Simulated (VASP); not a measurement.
Here is the system:

```
PbO2
1.0
    5.07124     0.00000     0.00000
    0.00000     5.07124     0.00000
    0.00000     0.00000     3.44942
Pb O
2 4
Direct
  0.00000   0.00000   0.00000
  0.50000   0.50000   0.50000
  0.30789   0.30789   0.00000
  0.80789   0.19211   0.50000
  0.19211   0.80789   0.50000
  0.69211   0.69211   0.00000
```

These are PBE GGA, VASP's PBE PAW potentials (set 64) (plane waves; VASP) values and carry that method's errors. Numerical set-up: 620 eV cut-off, 5×5×7 Γ-centred mesh, Gaussian smearing of 0.050 eV, potentials Pb_d O.

Energy and stress use the plane-wave basis of the starting cell.

Question: The ions, cell shape and volume at an external pressure of 5.0 GPa are relaxed. Give the cell that the relaxation ends in.

Answer: 
```
PbO2
1.0
    4.98506     0.00000     0.00000
    0.00000     4.98506     0.00000
    0.00000     0.00000     3.43305
Pb O
2 4
Direct
  0.00000   0.00000   0.00000
  0.50000   0.50000   0.50000
  0.30707   0.30707   0.00000
  0.80707   0.19293   0.50000
  0.19293   0.80707   0.50000
  0.69293   0.69293   0.00000
```
Space group P4_2/mnm (136), at a tolerance of 0.03 Å.

Question: How do energy and volume change from the first to the last step?

Answer: The energy (σ→0) changes by +8.6 meV/atom and the volume by -3.8 %, in 7 ionic steps.

The compound is PbO2 in the rutile structure. This run relaxes it under an external pressure of 5 GPa. Symmetry was kept, so distortions that lower it aren't found.
